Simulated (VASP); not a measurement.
Runs of VASP 6.6.1 on P. Symmetry: Cmce, No. 64, orthorhombic system. Conventional cell: a = 3.316 Å, b = 10.484 Å, c = 4.379 Å, α = 90.00°, β = 90.00°, γ = 90.00°. P (site symmetry m) has 3 P at 2.22 to 2.24 Å as nearest neighbours. 

```csv
level,potentials or basis,gap on the mesh (eV),pressure (GPa),relaxed volume (Å³/atom),largest force (eV/Å)
PBE+D3(BJ),"VASP PAW PBE potentials, release 64 (P)",none,0.0,(b),-
PBE,"VASP PAW PBE potentials, release 64 (P)",0.13,0.0,21.14,0.01
PBEsol,"VASP PAW PBE potentials, release 64 (P)",none,0.0,18.04,0.01
LDA,"VASP PAW LDA potentials, release 64 (P)",none,0.0,(a),-
```

Alike in all rows: task relaxation of cell and atoms; no spin polarisation; cell relaxed; k mesh 10 × 10 × 8; cutoff (eV) 600; smearing gaussian 0.03 eV.

Problem. Estimate the missing entries.

Solution. (a) 17.36; (b) 17.67.

Caveats: pairwise dispersion overbinds metals, which lowers pressure and volume (some runs); the volume moved by +11 % from the deposited cell, more than functionals usually miss (some runs); the PAW data sets were made with another functional, which shifts forces and pressure a little (some runs).

A k mesh can miss the band edges.

A gap of «none» marks a metal or a gap under the smearing width.

Not every run made on this cell is shown here.
